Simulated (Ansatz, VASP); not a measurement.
# Two plane-wave programs on Sn2As3

Contents of INCAR:

```
PREC = Accurate ; ENCUT = 520
EDIFF = 1E-6 ; ISMEAR = 0
SIGMA = 0.1 ; LREAL = F
LASPH = T ; NELM = 100
ALGO = Normal ; ISIF = 2
LWAVE = F ; LCHARG = F
GGA = PE ; NBANDS = 30
```

File KPOINTS:

```
regular mesh
0
Gamma
  4 4 4
```

File POSCAR:

```
Sn2As3
1.0
    4.9907762700      0.0000000000      0.0000000000
    0.0000000000      4.9907762700      0.0000000000
    0.0000000000      0.0000000000      4.9907762700
Sn As
2 3
Direct
    0.5000000000      0.5000000000      0.5000000000
    0.0000000000      0.0000000000      0.0000000000
    0.5000000000      0.0000000000      0.0000000000
    0.0000000000      0.5000000000      0.0000000000
    0.0000000000      0.0000000000      0.5000000000
```

Input for Ansatz:

```yaml
crystal:
  lattice:
    - [4.99077627, 0.0, 0.0]
    - [0.0, 4.99077627, 0.0]
    - [0.0, 0.0, 4.99077627]
  atoms:
    - { symbol: Sn, position: [0.5, 0.5, 0.5] }
    - { symbol: Sn, position: [0.0, 0.0, 0.0] }
    - { symbol: As, position: [0.5, 0.0, 0.0] }
    - { symbol: As, position: [0.0, 0.5, 0.0] }
    - { symbol: As, position: [0.0, 0.0, 0.5] }
basis:
  ecutwfc: 420
kpoints:
  mp_grid: { grid: [4, 4, 4] }
hamiltonian:
  xc: pbe
scf:
  occupations: { method: gaussian, width: 0.1 }
  lower_state_search: "off"
output:
  forces: true
  stress: true
  eigenvalues: true
```

Alike in both runs: task single point; functional PBE; k mesh 4 × 4 × 4; occupations gaussian, width 0.1 eV; no spin polarisation.

```csv
,VASP,Ansatz
version,VASP 6.6.1,Ansatz 0.2.0
potentials or method,"VASP PAW PBE potentials, release 64 (Sn_d, As)","scalar-relativistic, plane waves, PAW"
plane-wave cutoff (eV),520,420
valence electrons in the cell,43,73
```

|  | VASP | Ansatz | Ansatz less VASP |
| --- | --- | --- | --- |
| gap on the k mesh at the Fermi level (eV) | none | none | - |
| pressure (GPa) | 9.3 | 9.2 | -0.09 |

A gap of «none» marks a metal or a gap that the smearing closes. With one functional, cell and mesh, what is left measures potentials, basis and numerics. The two sets of potentials don't hold the same shells in valence.
